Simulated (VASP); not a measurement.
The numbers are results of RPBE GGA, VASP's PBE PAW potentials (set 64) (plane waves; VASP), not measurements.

A VASP calculation is set up with these files.

File POSCAR:
```
MgB2
1.0
  1.5536885113  -2.6910669346   0.0000000000
  1.5536885113   2.6910669346   0.0000000000
  0.0000000000   0.0000000000   3.5289051238
Mg B
1 2
Cartesian
  0.0000000000   0.0000000000   3.5289051238
  1.5536885113   0.8970241056   1.7644525619
  1.5536885113  -0.8970241056   1.7644525619
```

INCAR:
```
ALGO = Normal
EDIFF = 1E-6
EDIFFG = -0.02
ENCUT = 520
GGA = RP
IBRION = 2
ISIF = 3
ISMEAR = 1
LASPH = .TRUE.
LCHARG = .FALSE.
LREAL = .FALSE.
LWAVE = .FALSE.
NELM = 100
NSW = 60
PREC = Accurate
SIGMA = 0.1
SYSTEM = MgB2
```

### KPOINTS
```
Automatic mesh
0
Gamma
10 10 8
0 0 0
```

POTCAR, in this order: Mg B (PBE.64 set). Program: vasp_std.

### Question
Predict the energy per atom (σ→0), volume per atom, band gap (on the k-mesh).

### Answer

```json
{
  "energy per atom (σ→0)": "-4839 meV/atom",
  "band gap (on the k-mesh)": "none (metal, semimetal or under 0.01 eV)",
  "volume_per_atom": "9.81 Å³/atom"
}
```

OSZICAR:
```
...
DAV:   4    -0.145159537063E+02    0.68442E-07   -0.69328E-08   632   0.193E-03
   3 F= -.14515954E+02 E0= -.14516037E+02  d E =-.505775E-03
       N       E                     dE             d eps       ncg     rms          rms(c)
DAV:   1    -0.145160469581E+02   -0.93183E-04   -0.14952E-03  1416   0.308E-01    0.214E-02
DAV:   2    -0.145160209536E+02    0.26004E-04   -0.61270E-05  1480   0.512E-02    0.902E-03
DAV:   3    -0.145160156865E+02    0.52671E-05   -0.23558E-05  1256   0.268E-02    0.134E-03
DAV:   4    -0.145160155601E+02    0.12638E-06   -0.35533E-07   776   0.523E-03
   4 F= -.14516016E+02 E0= -.14516073E+02  d E =-.618538E-04
```

The compound is MgB2 in the AlB2 type structure. This run relaxes it. Symmetry was kept, so distortions that lower it aren't found. The start is the result of an earlier pass.
